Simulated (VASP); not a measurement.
The cell holds one NbC (rock salt) (100) slab, with vacuum along c, ions free to move until forces fall under 0.03 eV/Å, no reconstruction beyond this cell, dipole correction on.

Input:

```
NbC
1.0
    3.14531     0.00000     0.00000
    0.00000     3.14531     0.00000
    0.00000     0.00000    28.27107
Nb C
6 6
Cartesian
  0.00000   1.57266   8.71744
  1.57266   3.14531  10.83421
  0.00000   1.57266  12.99870
  1.57266   0.00000  15.27237
  0.00000   1.57266  17.43686
  1.57266   3.14531  19.55363
  0.00000   1.57266  10.78171
  1.57266   0.00000   8.53602
  0.00000   1.57266  15.22744
  1.57266   0.00000  13.04363
  0.00000   1.57266  19.73505
  1.57266   0.00000  17.48936
```

Method: PBEsol GGA, VASP's PBE PAW potentials (set 64) (plane waves; VASP). Run with 450 eV cut-off, 9×9×1 Γ-centred mesh, first-order Methfessel-Paxton smearing of 0.10 eV, potentials Nb_sv C.

Slab and bulk use different k-meshes, so the surface energy is good to a few per cent at best.

Q: Predict its surface energy, work function, band gap (on the k-mesh).

A: 
- surface energy = 1.64 J/m^2
- work function = 3.79 eV
- band gap (on the k-mesh) = none (metal, semimetal or under 0.01 eV)

The cell is a thin slab with vacuum, built from NbC (rock salt): (100) face.
